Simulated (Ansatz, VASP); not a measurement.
# Zr23Si7O60 (undercooled, nearly rigid 77ZrO2-23SiO2 (mol %) at 1800 K): VASP beside Ansatz, part 3 of 3

One calculation is typed for both programs; each brings its own data sets. How far apart do they land? Of the first pair: The cell is taken from a series of runs on this material, whose earlier steps may have relaxed, scaled, displaced or heated it; both programs get it as it stands.

VASP 6.6.1 and Ansatz 0.2.0.

So far. Step 3 (VASP: single point, PBE, pair 1): The run ends at a pressure of 0.09 GPa, with forces up to 0.073 eV/Å. Step 6 (VASP: single point, PBE, start cell, pair 2): The run ends at a pressure of -4.95 GPa, with forces up to 0.43 eV/Å.

## Step 8: Ansatz: relaxation, PBE

Level of this step: Ansatz beside VASP: Kohn-Sham DFT, plane waves, PBE (Ansatz).

The two programs are compared at the cell with which this relaxation starts, whose forces are those of its first step. The cell compared in this pair holds 1136.27 Å³, against 1245.06 Å³ for the pair before.

The structure compared here is the start of the Ansatz relaxation; VASP solves that cell, so the two are compared at the walk's first step.

File input.yaml:

```yaml
crystal:
  lattice:
    - [10.47612, 0.11993, 0.34198]
    - [0.11993, 10.6637, -0.01038]
    - [0.34198, -0.01038, 10.18369]
  atoms:
    - { symbol: Zr, position: [0.17958, 0.82989, 0.32149] }
    - { symbol: Zr, position: [0.00046, 0.33267, 0.41719] }
    - { symbol: Zr, position: [0.29569, 0.66677, 0.63173] }
    - { symbol: Zr, position: [0.47314, 0.81554, 0.41223] }
    - { symbol: Zr, position: [0.14107, 0.11332, 0.19554] }
    - { symbol: Zr, position: [0.70351, 0.72378, 0.63911] }
    - { symbol: Zr, position: [0.46539, 0.73677, 0.84971] }
    - { symbol: Zr, position: [0.01586, 0.47715, 0.72545] }
    - { symbol: Zr, position: [0.98535, 0.80892, 0.71774] }
    - { symbol: Zr, position: [0.95947, 0.88117, 0.06031] }
    - { symbol: Zr, position: [0.68495, 0.95303, 0.87765] }
    - { symbol: Zr, position: [0.3962, 0.56415, 0.17492] }
    - { symbol: Zr, position: [0.44397, 0.00367, 0.11731] }
    - { symbol: Zr, position: [0.43534, 0.11896, 0.60048] }
    - { symbol: Zr, position: [0.80621, 0.18966, 0.66068] }
    - { symbol: Zr, position: [0.23171, 0.00273, 0.83743] }
    - { symbol: Zr, position: [0.8537, 0.71227, 0.37051] }
    - { symbol: Zr, position: [0.52105, 0.24026, 0.84798] }
    - { symbol: Zr, position: [0.08558, 0.57411, 0.15621] }
    - { symbol: Zr, position: [0.63026, 0.74917, 0.12716] }
    - { symbol: Zr, position: [0.01872, 0.26881, 0.9466] }
    - { symbol: Zr, position: [0.81555, 0.46482, 0.137] }
    - { symbol: Zr, position: [0.7159, 0.98741, 0.37895] }
    - { symbol: Si, position: [0.42516, 0.387, 0.55174] }
    - { symbol: Si, position: [0.28873, 0.46167, 0.89842] }
    - { symbol: Si, position: [0.1139, 0.06223, 0.54089] }
    - { symbol: Si, position: [0.70909, 0.50318, 0.83502] }
    - { symbol: Si, position: [0.70746, 0.43661, 0.4476] }
    - { symbol: Si, position: [0.3324, 0.27569, 0.30948] }
    - { symbol: Si, position: [0.85759, 0.16455, 0.17082] }
    - { symbol: O, position: [0.80532, 0.81423, 0.78271] }
    - { symbol: O, position: [0.01694, 0.18142, 0.55078] }
    - { symbol: O, position: [0.057, 0.447, 0.54588] }
    - { symbol: O, position: [0.83772, 0.28132, 0.07418] }
    - { symbol: O, position: [0.60926, 0.16463, 0.67459] }
    - { symbol: O, position: [0.93259, 0.31617, 0.77617] }
    - { symbol: O, position: [0.35258, 0.88487, 0.25478] }
    - { symbol: O, position: [0.52208, 0.86536, 0.99045] }
    - { symbol: O, position: [0.47989, 0.71282, 0.58973] }
    - { symbol: O, position: [0.96196, 0.47094, 0.28188] }
    - { symbol: O, position: [0.41094, 0.30509, 0.68162] }
    - { symbol: O, position: [0.35304, 0.14707, 0.22872] }
    - { symbol: O, position: [0.67474, 0.80793, 0.45753] }
    - { symbol: O, position: [0.39683, 0.26564, 0.45164] }
    - { symbol: O, position: [0.05113, 0.8911, 0.88426] }
    - { symbol: O, position: [0.01171, 0.70618, 0.06398] }
    - { symbol: O, position: [0.31005, 0.81735, 0.78294] }
    - { symbol: O, position: [0.85385, 0.88188, 0.28482] }
    - { symbol: O, position: [0.10184, 0.65658, 0.70518] }
    - { symbol: O, position: [0.58555, 0.85606, 0.74792] }
    - { symbol: O, position: [0.49481, 0.64519, 0.02815] }
    - { symbol: O, position: [0.1618, 0.40951, 0.83689] }
    - { symbol: O, position: [0.71687, 0.52432, 0.98937] }
    - { symbol: O, position: [0.95216, 0.08156, 0.06934] }
    - { symbol: O, position: [0.25018, 0.52303, 0.04212] }
    - { symbol: O, position: [0.8039, 0.07978, 0.81252] }
    - { symbol: O, position: [0.5649, 0.10488, 0.98053] }
    - { symbol: O, position: [0.58503, 0.90093, 0.23619] }
    - { symbol: O, position: [0.32849, 0.50123, 0.54178] }
    - { symbol: O, position: [0.74596, 0.57659, 0.48395] }
    - { symbol: O, position: [0.39801, 0.36096, 0.93092] }
    - { symbol: O, position: [0.83591, 0.55171, 0.75142] }
    - { symbol: O, position: [0.03715, 0.70329, 0.32507] }
    - { symbol: O, position: [0.14606, 0.25057, 0.07793] }
    - { symbol: O, position: [0.39533, 0.39346, 0.24225] }
    - { symbol: O, position: [0.10296, 0.92493, 0.17394] }
    - { symbol: O, position: [0.17989, 0.28064, 0.33622] }
    - { symbol: O, position: [0.24696, 0.6557, 0.23815] }
    - { symbol: O, position: [0.79376, 0.0627, 0.52277] }
    - { symbol: O, position: [0.51065, 0.67054, 0.28042] }
    - { symbol: O, position: [0.27935, 0.7867, 0.48174] }
    - { symbol: O, position: [0.145, 0.02, 0.38981] }
    - { symbol: O, position: [0.34675, 0.57581, 0.80868] }
    - { symbol: O, position: [0.8106, 0.33782, 0.50721] }
    - { symbol: O, position: [0.72909, 0.11416, 0.23526] }
    - { symbol: O, position: [0.76644, 0.86643, 0.02882] }
    - { symbol: O, position: [0.96019, 0.19047, 0.27973] }
    - { symbol: O, position: [0.77158, 0.64937, 0.20328] }
    - { symbol: O, position: [0.66826, 0.36146, 0.80852] }
    - { symbol: O, position: [0.70708, 0.41032, 0.29396] }
    - { symbol: O, position: [0.05442, 0.94378, 0.6162] }
    - { symbol: O, position: [0.88768, 0.74893, 0.5598] }
    - { symbol: O, position: [0.56955, 0.41889, 0.51892] }
    - { symbol: O, position: [0.51394, 0.99703, 0.4684] }
    - { symbol: O, position: [0.28554, 0.0154, 0.02362] }
    - { symbol: O, position: [0.98625, 0.46274, 0.02892] }
    - { symbol: O, position: [0.2484, 0.07397, 0.60932] }
    - { symbol: O, position: [0.60952, 0.60794, 0.77964] }
    - { symbol: O, position: [0.40264, 0.08624, 0.79089] }
    - { symbol: O, position: [0.11301, 0.13715, 0.84569] }
kpoints:
  mp_grid: { grid: [1, 1, 1] }
hamiltonian:
  xc: pbe
scf:
  occupations: { method: gaussian, width: 0.025 }
output:
  forces: true
  eigenvalues: true
  stress: true
relax:
  f_tol: 0.05
  max_steps: 70
```

Command:

```
$ ansatz run input.yaml --threads 4 --pin off --max-ram 8192MiB --backend cpu --events-out ev --progress --plain --runs-dir out
```

Numbers of over 12 decimals in the logs are rounded to 6 here.

Log:

```text
[...]
Crystal: 90 atoms, lattice volume = 1136.267 Å³
Basis set: ecut = 420 eV, 22207 PW (Γ), exchange–correlation on 144×144×144 points (8 copies of the dense FFT grid, shifted against one another)
Bands: 422, of which v1, the nominal top of the filled ones, is band 332 counted from 1 (331 counted from 0)
Symmetry: 1 space group operations
[...]
k-points: 1
[...]
- { symbol: O, position: [0.024877, 0.187496, 0.556714] }
    - { symbol: O, position: [0.055100, 0.461982, 0.543170] }
    - { symbol: O, position: [0.826848, 0.280040, 0.065147] }
    - { symbol: O, position: [0.619426, 0.135144, 0.706056] }
    - { symbol: O, position: [0.928609, 0.319931, 0.774533] }
    - { symbol: O, position: [0.354041, 0.876587, 0.249592] }
    - { symbol: O, position: [0.518671, 0.872340, 0.978593] }
[...]
- { symbol: O, position: [0.254637, 0.065279, 0.617158] }
    - { symbol: O, position: [0.601169, 0.603975, 0.774364] }
    - { symbol: O, position: [0.404354, 0.083425, 0.808595] }
    - { symbol: O, position: [0.112182, 0.141379, 0.834155] }
```

## Step 9: VASP: single point, PBE, start cell, pair 3

The same cell, functional, mesh and smearing now go to VASP, with its own data sets.

File INCAR:

```
SYSTEM = Zr23Si7O60
PREC = Accurate
ENCUT = 520
EDIFF = 1E-06
NELM = 120
ISMEAR = 0
SIGMA = 0.025
LREAL = Auto
ALGO = Normal
GGA = PE
NBANDS = 400
LASPH = .TRUE.
LORBIT = 11
LWAVE = .FALSE.
LCHARG = .FALSE.
ISIF = 2
GGA_COMPAT = .FALSE.
EFERMI = MIDGAP
NCORE = 2
```

File POSCAR:

```
Zr23Si7O60
1.0
   10.4761200000      0.1199300000      0.3419800000
    0.1199300000     10.6637000000     -0.0103800000
    0.3419800000     -0.0103800000     10.1836900000
Zr Si O
23 7 60
Direct
    0.1795823808      0.8298901693      0.3214945346
    0.0004614056      0.3326683099      0.4171862366
    0.2956912587      0.6667662314      0.6317258810
    0.4731443584      0.8155363319      0.4122336166
    0.1410673262      0.1133200968      0.1955415040
    0.7035079179      0.7237790154      0.6391128548
    0.4653874562      0.7367711098      0.8497111049
    0.0158633665      0.4771540504      0.7254470536
    0.9853489676      0.8089197206      0.7177385552
    0.9594672957      0.8811723094      0.0603148704
    0.6849542316      0.9530335140      0.8776535656
    0.3961983583      0.5641474942      0.1749232289
    0.4439661866      0.0036734693      0.1173062587
    0.4353408369      0.1189570702      0.6004755560
    0.8062063774      0.1896592674      0.6606801863
    0.2317069351      0.0027292470      0.8374262367
    0.8537006649      0.7122726219      0.3705086110
    0.5210509842      0.2402554862      0.8479838680
    0.0855780655      0.5741119950      0.1562099097
    0.6302587555      0.7491708291      0.1271582800
    0.0187229107      0.2688072879      0.9466006289
    0.8155504303      0.4648211271      0.1369958146
    0.7159029989      0.9874129308      0.3789515233
    0.4251577996      0.3869986832      0.5517372958
    0.2887318669      0.4616688399      0.8984220453
    0.1139030942      0.0622255013      0.5408936565
    0.7090881339      0.5031768160      0.8350243394
    0.7074630431      0.4366120595      0.4475974643
    0.3324035590      0.2756873583      0.3094837201
    0.8575932739      0.1645509438      0.1708151260
    0.8053247567      0.8142335120      0.7827071311
    0.0169419844      0.1814178251      0.5507816221
    0.0569974925      0.4469959301      0.5458775567
    0.8377236058      0.2813190361      0.0741809082
    0.6092578800      0.1646270982      0.6745938672
    0.9325922348      0.3161670749      0.7761679629
    0.3525778499      0.8848673504      0.2547809635
    0.5220828711      0.8653626300      0.9904504717
    0.4798949825      0.7128170849      0.5897257826
    0.9619612617      0.4709395369      0.2818837612
    0.4109354567      0.3050903303      0.6816227841
    0.3530357199      0.1470722658      0.2287182205
    0.6747382561      0.8079304367      0.4575295722
    0.3968253900      0.2656392006      0.4516389431
    0.0511286337      0.8911022251      0.8842634321
    0.0117055895      0.7061770525      0.0639775013
    0.3100503422      0.8173469448      0.7829434169
    0.8538496710      0.8818847377      0.2848235220
    0.1018411489      0.6565831664      0.7051754027
    0.5855470221      0.8560573450      0.7479155890
    0.4948105638      0.6451934673      0.0281510721
    0.1617954173      0.4095091558      0.8368891736
    0.7168660855      0.5243204386      0.9893652087
    0.9521565197      0.0815596471      0.0693391200
    0.2501754070      0.5230298777      0.0421236373
    0.8039014557      0.0797773768      0.8125158827
    0.5649038217      0.1048818867      0.9805289502
    0.5850332823      0.9009338791      0.2361896338
    0.3284907441      0.5012263875      0.5417845069
    0.7459583396      0.5765879200      0.4839485638
    0.3980054897      0.3609563461      0.9309235463
    0.8359069833      0.5517080798      0.7514234290
    0.0371499214      0.7032942431      0.3250683852
    0.1460557430      0.2505689851      0.0779337120
    0.3953341965      0.3934565032      0.2422488990
    0.1029568186      0.9249283014      0.1739439813
    0.1798911916      0.2806357687      0.3362232952
    0.2469635345      0.6556967717      0.2381503701
    0.7937580127      0.0627015883      0.5227674328
    0.5106454584      0.6705429700      0.2804219003
    0.2793500429      0.7866967426      0.4817442189
    0.1449958357      0.0199983960      0.3898117389
    0.3467494246      0.5758140692      0.8086848266
    0.8105985969      0.3378236240      0.5072128179
    0.7290917828      0.1141631945      0.2352634660
    0.7664414990      0.8664328342      0.0288192108
    0.9601926666      0.1904730739      0.2797326335
    0.7715835988      0.6493687988      0.2032833176
    0.6682580731      0.3614644308      0.8085203993
    0.7070807873      0.4103220326      0.2939554970
    0.0544175403      0.9437784125      0.6161996987
    0.8876799234      0.7489287251      0.5597975881
    0.5695528780      0.4188864901      0.5189152801
    0.5139445220      0.9970296027      0.4683950925
    0.2855424251      0.0153980366      0.0236171793
    0.9862537993      0.4627398355      0.0289211637
    0.2483985726      0.0739737891      0.6093194612
    0.6095166829      0.6079403286      0.7796356630
    0.4026383920      0.0862384574      0.7908921892
    0.1130133609      0.1371498261      0.8456929960
```

File KPOINTS:

```
Automatic mesh
0
Gamma
1 1 1
0 0 0
```

PAW data sets: Zr_sv, Si and O (PBE family, release 64).

Command:

```
$ mpirun -np 8 vasp_gam
```

Log:

```text
[... set-up lines as in an earlier step ...]
 entering main loop
       N       E                     dE             d eps       ncg     rms          rms(c)
DAV:   1     0.891473514455E+04    0.89147E+04   -0.41809E+05   800   0.175E+03
DAV:   2    -0.625246220799E+02   -0.89773E+04   -0.86697E+04   960   0.514E+02
DAV:   3    -0.912817280714E+03   -0.85029E+03   -0.84555E+03   968   0.160E+02
DAV:   4    -0.969245688912E+03   -0.56428E+02   -0.56361E+02  1440   0.336E+01
[...]
DAV:  16    -0.811877607376E+03   -0.17084E-04   -0.75679E-05   944   0.168E-02    0.150E-02
DAV:  17    -0.811877613242E+03   -0.58663E-05   -0.16431E-05   904   0.914E-03    0.115E-02
DAV:  18    -0.811877613496E+03   -0.25358E-06   -0.56008E-06   752   0.516E-03
   1 F= -.81187761E+03 E0= -.81187761E+03  d E =0.000000E+00
```

From OUTCAR (step 9):

```text
  FREE ENERGIE OF THE ION-ELECTRON SYSTEM (eV)
  ---------------------------------------------------
  free  energy   TOTEN  =      -811.8776134956 eV

  energy  without entropy=     -811.8776134956  energy(sigma->0) =     -811.87761350

[... 1 further part left out ...]
```

The run ends at a pressure of 13.58 GPa, with forces up to 1.2 eV/Å.

## Step 10: Comparison

Forces on 10 of the 90 atoms, those with the largest forces and the largest differences (eV/Å; atoms numbered as in POSCAR):

```tsv
atom	Ansatz x, y, z	VASP x, y, z
Zr5	0.232, -0.445, 0.219	0.254, -0.518, 0.280
Zr8	0.138, 0.397, 0.472	0.152, 0.443, 0.550
Zr15	0.382, 0.843, 0.066	0.412, 0.924, 0.059
Zr16	0.054, -0.739, -0.364	0.091, -0.832, -0.388
O33	0.614, 0.499, -0.396	0.655, 0.522, -0.445
O41	-0.328, -0.036, 0.930	-0.328, -0.062, 0.997
O59	-0.696, 0.277, -0.492	-0.727, 0.306, -0.503
O64	0.712, 0.805, -0.051	0.754, 0.881, -0.075
O75	-1.090, 0.105, -0.083	-1.149, 0.099, -0.071
O80	-0.542, -0.477, -0.553	-0.554, -0.492, -0.596
```

The forces differ by 26 meV/Å r.m.s., which is 7.6 % of the r.m.s. force of 0.345 eV/Å (both taken over all components).

## Step 11: What came out

| Property | Result |
| --- | --- |
| r.m.s. force difference (single point, PBE, pair 1) | 20 meV/Å |
| r.m.s. force difference (single point, PBE, start cell, pair 2) | 19 meV/Å |
| r.m.s. force difference (single point, PBE, start cell, pair 3) | 7.6 % of the r.m.s. force |

The r.m.s. force difference is 7.6 % of the r.m.s. force (single point, PBE, start cell, pair 3), beyond the 3 % picked in this series as the mark of a large difference. What causes the difference of the single point, PBE, pair 1 pair stays open here. What causes the difference of the single point, PBE, start cell, pair 2 pair stays open here. What causes the difference of the single point, PBE, start cell, pair 3 pair stays open here. 2 further runs of this series are not shown here. How closely two codes agree says nothing of how well the functional describes the real material.

[Lines on the potential files, build, host, timing and source positions are cut from VASP's logs without a mark.]

[Logs are printed without paths, hosts, clocks, repeated set-up lines and the standing remarks that a program may print on its own settings, such as how far it seeks lower states.]

[Hosts, paths, dates, database ids (printed as entryN), source tags and the programs' standing remarks are cut or masked in the printed files.]
